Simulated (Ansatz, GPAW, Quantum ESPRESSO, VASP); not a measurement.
**Code comparison for ZnS (P6_3mc, 8 atoms in the cell)**

Self-consistent single point, at a second geometry (lattice scaled by 0.98). First geometry:

```xyz
8
Lattice="3.8089 0.0000 0.0000 -1.9045 3.2986 0.0000 0.0000 0.0000 12.4526" Properties=species:S:1:pos:R:3 pbc="T T T"
Zn     1.9045     1.0995     9.3386
Zn     0.0000     2.1991     3.1123
Zn     0.0000     0.0000     6.2263
Zn     0.0000     0.0000     0.0000
S      1.9045     1.0995    11.6772
S      0.0000     2.1991     5.4509
S      0.0000     0.0000     8.5592
S      0.0000     0.0000     2.3329
```

Shared settings, as Ansatz (a program for electronic structure) writes them: kpoints.mp_grid.grid = 7 7 2; scf.occupations.method = fixed. Potentials and cutoffs stand in the table.

```tsv
code	model	ΔF from the first geometry (meV/atom)	pressure (GPa)	largest force (eV/Å)	gap on the mesh (eV)	cutoff
VASP	PBE, VASP's PBE PAW potentials (set 64)	–	–	–	2.461	300 eV
Ansatz	PBE, PAW files	35.2	7.71	0.021	2.454	420 eV
Quantum ESPRESSO	PBE, GBRV 1.5 ultrasoft (PBE) pseudopotentials	36.1	7.56	0.021	2.454	50 Ry
GPAW	PBE, GPAW PAW datasets PBE (gpaw-data 1.0.1)	36.0	7.90	0.021	2.452	800 eV
```

Size of the force on each atom (eV/Å): Sizes of forces hide their directions.

| code | Zn1 | Zn2 | Zn3 | Zn4 | S5 | S6 | S7 | S8 |
|---|---|---|---|---|---|---|---|---|
| Ansatz | 0.017 | 0.017 | 0.019 | 0.019 | 0.021 | 0.021 | 0.015 | 0.015 |
| Quantum ESPRESSO | 0.017 | 0.017 | 0.018 | 0.018 | 0.021 | 0.021 | 0.015 | 0.015 |
| GPAW | 0.018 | 0.018 | 0.018 | 0.018 | 0.021 | 0.021 | 0.015 | 0.015 |

A dash marks a value that a program does not give, or that is left out as unsure.

Gaps are read on the mesh.

The spread over the programs that give each value: ΔF from the first geometry within 0.9 meV/atom; pressure within 0.34 GPa; largest force within 0.000 eV/Å; gap on the mesh within 0.009 eV.

Ansatz's pressure is given at a fixed set of plane waves, as the other plane-wave codes print theirs; with its correction for the finite basis it is 7.79 GPa.

VASP's run is marked for a possible Pulay error in its stress at this cutoff; no cutoff test was made.

VASP ran the fixed occupations as a Gaussian smearing of 0.01 eV.

The starting cell comes from a database of computed structures (which also holds hypothetical and non-ambient phases and stackings), without a prior relaxation at this level. For this run, on top of that: lattice scaled by 0.98.

Left out of this page: CP2K, FLEUR and SIESTA (not drawn, or without a comparable value).

Keys are those of Ansatz 0.2.
